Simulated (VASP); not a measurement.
# Be2ZnO3 (Cmc2_1) in VASP: density of states with PBE

Aim: the density of states of Be2ZnO3 with PBE.

Everything below comes from runs of VASP 6.6.1. Logs are shortened: lines on timing, memory, paths and dates and some standing lists are left out, and cuts for length are marked.

### 1 Starting point

The structure is orthorhombic, space group Cmc2_1 (No. 36). The conventional cell has a = 8.732 Å, b = 5.018 Å, c = 4.637 Å, α = 90.00°, β = 90.00°, γ = 90.00°. Be (site symmetry 1) has 4 O at 1.66 to 1.68 Å as nearest neighbours. Zn (site symmetry m) is surrounded by 4 O at 1.99 to 2.02 Å. O (site symmetry 1) has 3 Be at 1.66 to 1.68 Å as nearest neighbours. O (site symmetry m) has 2 Be at 1.68 Å as nearest neighbours.

The cell was built by a generator and needn't be a form met in nature.

### 2 Density of states, PBE

File POSCAR:

```
Be2ZnO3
1.0
    4.3659700000     -2.5090900000      0.0000000000
    4.3659700000      2.5090900000      0.0000000000
    0.0000000000      0.0000000000      4.6365100000
Be Zn O
4 2 6
Direct
    0.5140700000      0.8336680000      0.5050230000
    0.8336680000      0.5140700000      0.0050230000
    0.1663320000      0.4859300000      0.5050230000
    0.4859300000      0.1663320000      0.0050230000
    0.1798620000      0.8201380000      0.9954440000
    0.8201380000      0.1798620000      0.4954440000
    0.5489540000      0.8359660000      0.8646060000
    0.1640340000      0.4510460000      0.8646060000
    0.7830510000      0.2169490000      0.9300950000
    0.8359660000      0.5489540000      0.3646060000
    0.4510460000      0.1640340000      0.3646060000
    0.2169490000      0.7830510000      0.4300950000
```

File INCAR.step1:

```
SYSTEM = Be2ZnO3
PREC = Accurate
ENCUT = 520
EDIFF = 1E-7
ISMEAR = 0
SIGMA = 0.03
LREAL = .FALSE.
LASPH = .TRUE.
NELM = 60
ALGO = Fast
ISIF = 2
LWAVE = .FALSE.
LCHARG = .TRUE.
GGA = PE
KPAR = 4
```

File KPOINTS.step1:

```
Automatic mesh
0
G
  6 6 6
  0 0 0
```

File INCAR.step2:

```
SYSTEM = Be2ZnO3
PREC = Accurate
ENCUT = 520
EDIFF = 1E-7
ISMEAR = -5
SIGMA = 0.03
LREAL = .FALSE.
LASPH = .TRUE.
NELM = 60
ALGO = Fast
ISIF = 2
LWAVE = .FALSE.
LCHARG = .FALSE.
GGA = PE
LORBIT = 11
KPAR = 4
NEDOS = 1001
ICHARG = 11
```

File KPOINTS.step2:

```
Automatic mesh
0
G
  9 9 9
  0 0 0
```

Potentials or basis: VASP PAW PBE potentials, release 64 (Be, Zn, O).

On the command line:

```sh
$ cat potpaw_PBE.64/Be/POTCAR potpaw_PBE.64/Zn/POTCAR potpaw_PBE.64/O/POTCAR > POTCAR
$ cp INCAR.step1 INCAR
$ cp KPOINTS.step1 KPOINTS
$ mpirun -np 4 vasp_std > vasp.out
$ cp INCAR.step2 INCAR
$ cp KPOINTS.step2 KPOINTS
$ mpirun -np 4 vasp_std > vasp.out
```

OUTCAR:

```text
SYSTEM = Be2ZnO3
   PREC = Accurate
   ENCUT = 520
   EDIFF = 1E-7
   ISMEAR = -5
   LREAL = .FALSE.
   LASPH = .TRUE.
   NELM = 60
   ISIF = 2
   GGA = PE
   LORBIT = 11
   ICHARG = 11

 ion  position               nearest neighbor table
   1  0.514  0.834  0.505-  11 1.66  10 1.66  12 1.68   7 1.68
   2  0.834  0.514  0.005-   8 1.66   7 1.66   9 1.68  10 1.68
   3  0.166  0.486  0.505-  10 1.66  11 1.66  12 1.68   8 1.68
   4  0.486  0.166  0.005-   7 1.66   8 1.66   9 1.68  11 1.68
   5  0.180  0.820  0.995-   7 1.99   8 1.99   9 2.01  12 2.02   6 2.94   6 2.94
   6  0.820  0.180  0.495-  10 1.99  11 1.99  12 2.01   9 2.02   5 2.94   5 2.94
   7  0.549  0.836  0.865-   4 1.66   2 1.66   1 1.68   5 1.99
   8  0.164  0.451  0.865-   2 1.66   4 1.66   3 1.68   5 1.99
   9  0.783  0.217  0.930-   2 1.68   4 1.68   5 2.01   6 2.02
  10  0.836  0.549  0.365-   3 1.66   1 1.66   2 1.68   6 1.99
  11  0.451  0.164  0.365-   1 1.66   3 1.66   4 1.68   6 1.99
  12  0.217  0.783  0.430-   1 1.68   3 1.68   6 2.01   5 2.02

  LATTYP: Found a base centered orthorhombic cell.
 ALAT       =     5.0181800000
 B/A-ratio  =     1.7400611377
 C/A-ratio  =     0.9239425449

  Lattice vectors:

 A1 = (  -4.3659700000,  -2.5090900000,   0.0000000000)
 A2 = (   4.3659700000,  -2.5090900000,   0.0000000000)
 A3 = (   0.0000000000,   0.0000000000,   4.6365100000)

Analysis of symmetry for initial positions (statically):
=====================================================================
 Subroutine PRICEL returns:
 Original cell was already a primitive cell.

 Routine SETGRP: Setting up the symmetry group for a
 base centered orthorhombic supercell.

 Subroutine GETGRP returns: Found  4 space group operations
 (whereof  2 operations were pure point group operations)
 out of a pool of  8 trial point group operations.

The static configuration has the point symmetry C_1h.
 The point group associated with its full space group is C_2v.

Analysis of symmetry for dynamics (positions and initial velocities):
=====================================================================
 Subroutine PRICEL returns:
 Original cell was already a primitive cell.

 Routine SETGRP: Setting up the symmetry group for a
 base centered orthorhombic supercell.

 Subroutine GETGRP returns: Found  4 space group operations
 (whereof  2 operations were pure point group operations)
 out of a pool of  8 trial point group operations.

The dynamic configuration has the point symmetry C_1h.
 The point group associated with its full space group is C_2v.

 Subroutine INISYM returns: Found  4 space group operations
 (whereof  2 operations are pure point group operations),
 and found     1 'primitive' translations
[... 149 lines left out ...]
 RMM-DIIS sequential band-by-band and
 Fermi weights with tetrahedron method with Bloechl corrections
  energy-cutoff  :      520.00
  volume of cell :      101.58
 maximum number of plane-waves:      2777
 NGX is ok and might be reduce to    40

 number of electron      68.0000026 magnetization

 Free energy of the ion-electron system (eV)
  ---------------------------------------------------
  ext. energy  EPLUGINS =         0.00000000
  ---------------------------------------------------
  free energy    TOTEN  =       -74.45754255 eV

  energy without entropy =      -74.45754255  energy(sigma->0) =      -74.45754255

 E-fermi :   2.4236     XC(G=0): -11.2375

 val. band max:        2.3981221003   @ k =   0.2222   0.2222   0.4444
 cond. band min:       6.0978077716   @ k =   0.0000   0.0000   0.0000
 fundamental gap:      3.6996856714
 Fermi energy:         2.4236013421

 k-point     1 :       0.0000    0.0000    0.0000
  band No.  band energies     occupation
      1     -15.8269      2.00000
      2     -14.4362      2.00000
      3     -14.1971      2.00000
      4     -14.1684      2.00000
      5     -14.1607      2.00000
      6     -14.1400      2.00000
[... 1045 lines left out ...]
     40      13.1371      0.00000
     41      14.1522      0.00000

 [... further k-points ...]

------------------------ aborting loop because EDIFF is reached ----------------------------------------

  FORCE on cell =-STRESS in cart. coord.  units (eV):
  Direction    XX          YY          ZZ          XY          YZ          ZX
  --------------------------------------------------------------------------------------
  -------------------------------------------------------------------------------------
  Total        0.0198842     -0.0016498      0.0569413      0.0000000      0.0000000      0.0000000
  in kB        0.3136171     -0.0260208      0.8980905      0.0000000      0.0000000      0.0000000
  external PRESSURE =       0.3952289 kB  Pullay stress =       0.0000000 kB

 VOLUME and BASIS-vectors are now :
 -----------------------------------------------------------------------------
  energy-cutoff  :      520.00
  volume of cell :      101.58
      direct lattice vectors                 reciprocal lattice vectors
     4.365970000 -2.509090000  0.000000000     0.114522088 -0.199275435  0.000000000
     4.365970000  2.509090000  0.000000000     0.114522088  0.199275435  0.000000000
     0.000000000  0.000000000  4.636510000     0.000000000  0.000000000  0.215679466

 POSITION                                       TOTAL-FORCE (eV/Angst)
 -----------------------------------------------------------------------------------
      5.88418      0.80190      2.34154         0.000773      0.003922      0.001488
      5.88418     -0.80190      0.02329         0.000773     -0.003922      0.001488
      2.84776      0.80190      2.34154        -0.000773      0.003922      0.001488
      2.84776     -0.80190      0.02329        -0.000773     -0.003922      0.001488
      4.36597      1.60651      4.61539         0.000000     -0.002670      0.001447
      4.36597     -1.60651      2.29713         0.000000      0.002670      0.001447
      6.04652      0.72014      4.00875         0.002027     -0.003063     -0.001400
      2.68542      0.72014      4.00875        -0.002027     -0.003063     -0.001400
      4.36597     -1.42040      4.31239         0.000000     -0.001444     -0.001622
      6.04652     -0.72014      1.69050         0.002027      0.003063     -0.001400
      2.68542     -0.72014      1.69050        -0.002027      0.003063     -0.001400
      4.36597      1.42040      1.99414         0.000000      0.001444     -0.001622
 -----------------------------------------------------------------------------------
    total drift:                                0.000001      0.000000     -0.003849

  FREE ENERGIE OF THE ION-ELECTRON SYSTEM (eV)
  ---------------------------------------------------
  free  energy   TOTEN  =       -74.4575425531 eV

  energy  without entropy=      -74.4575425531  energy(sigma->0) =      -74.45754255

 total charge

# of ion       s       p       d       tot
------------------------------------------
    1        0.416   0.771   0.000   1.187
    2        0.416   0.771   0.000   1.187
    3        0.416   0.771   0.000   1.187
    4        0.416   0.771   0.000   1.187
    5        0.450   0.470   9.899  10.818
    6        0.450   0.470   9.899  10.818
    7        1.543   3.597   0.000   5.140
    8        1.543   3.597   0.000   5.140
    9        1.547   3.539   0.000   5.087
   10        1.543   3.597   0.000   5.140
   11        1.543   3.597   0.000   5.140
   12        1.547   3.539   0.000   5.087
--------------------------------------------------
tot         11.831  25.491  19.797  57.119
```

OUTCAR.step1:

```text
SYSTEM = Be2ZnO3
   PREC = Accurate
   ENCUT = 520
   EDIFF = 1E-7
   ISMEAR = 0
   LREAL = .FALSE.
   LASPH = .TRUE.
   NELM = 60
[... 1322 lines left out ...]
      6.04652     -0.72014      1.69050         0.001200      0.002615     -0.001118
      2.68542     -0.72014      1.69050        -0.001200      0.002615     -0.001118
      4.36597      1.42040      1.99414         0.000000      0.002389     -0.002220
 -----------------------------------------------------------------------------------
    total drift:                                0.000001      0.000000     -0.003649

  FREE ENERGIE OF THE ION-ELECTRON SYSTEM (eV)
  ---------------------------------------------------
  free  energy   TOTEN  =       -74.4576002257 eV

  energy  without entropy=      -74.4576002257  energy(sigma->0) =      -74.45760023
```

OSZICAR.step1:

```text
N       E                     dE             d eps       ncg     rms          rms(c)
DAV:   1     0.743113180694E+03    0.74311E+03   -0.33090E+04  4264   0.204E+03
DAV:   2     0.195799457931E+02   -0.72353E+03   -0.68976E+03  4776   0.514E+02
DAV:   3    -0.799901765751E+02   -0.99570E+02   -0.98603E+02  4868   0.202E+02
[... 11 lines left out ...]
RMM:  15    -0.744575966139E+02    0.67983E-05   -0.11890E-04  5022   0.708E-02    0.102E-02
RMM:  16    -0.744576003840E+02   -0.37701E-05   -0.33979E-05  5087   0.269E-02    0.146E-02
RMM:  17    -0.744576000671E+02    0.31686E-06   -0.74444E-06  5079   0.173E-02    0.389E-03
RMM:  18    -0.744576001503E+02   -0.83110E-07   -0.30793E-06  4994   0.768E-03    0.329E-03
RMM:  19    -0.744576002257E+02   -0.75489E-07   -0.40207E-07  3679   0.333E-03
   1 F= -.74457600E+02 E0= -.74457600E+02  d E =-.954639E-15
```

It took 3.1 min on 4 MPI ranks of Intel Xeon Platinum 8488C (Sapphire Rapids), shared host; peak memory 0.52 GiB.

What came out:

```yaml
Valence_electrons_inside_the_program's_atomic_spheres: Be 1.19; Zn 10.82; O 5.14, 5.09
```

States per cell in windows of 1 eV (zero at the valence-band top; states under -8 eV left out):
```csv
from (eV),total,Zn5_d,Zn6_d,O9_p,O12_p,O7_p,O8_p
-8.0,0.00,0.00,0.00,0.00,0.00,0.00,0.00
-7.0,0.00,0.00,0.00,0.00,0.00,0.00,0.00
-6.0,8.23,1.37,1.37,0.47,0.47,0.40,0.40
-5.0,13.91,4.49,4.49,0.45,0.45,0.41,0.41
-4.0,10.10,2.54,2.54,0.35,0.35,0.49,0.49
-3.0,8.31,0.69,0.69,0.66,0.66,0.71,0.71
-2.0,7.48,0.46,0.46,0.51,0.51,0.82,0.82
-1.0,9.13,0.63,0.63,1.14,1.14,0.83,0.83
0.0,0.00,0.00,0.00,0.00,0.00,0.00,0.00
1.0,0.00,0.00,0.00,0.00,0.00,0.00,0.00
2.0,0.00,0.00,0.00,0.00,0.00,0.00,0.00
3.0,0.02,0.00,0.00,0.00,0.00,0.00,0.00
4.0,0.31,0.00,0.00,0.01,0.01,0.01,0.01
5.0,1.07,0.00,0.00,0.06,0.06,0.04,0.04
6.0,1.29,0.01,0.01,0.08,0.08,0.04,0.04
7.0,1.75,0.01,0.01,0.09,0.09,0.05,0.05
```
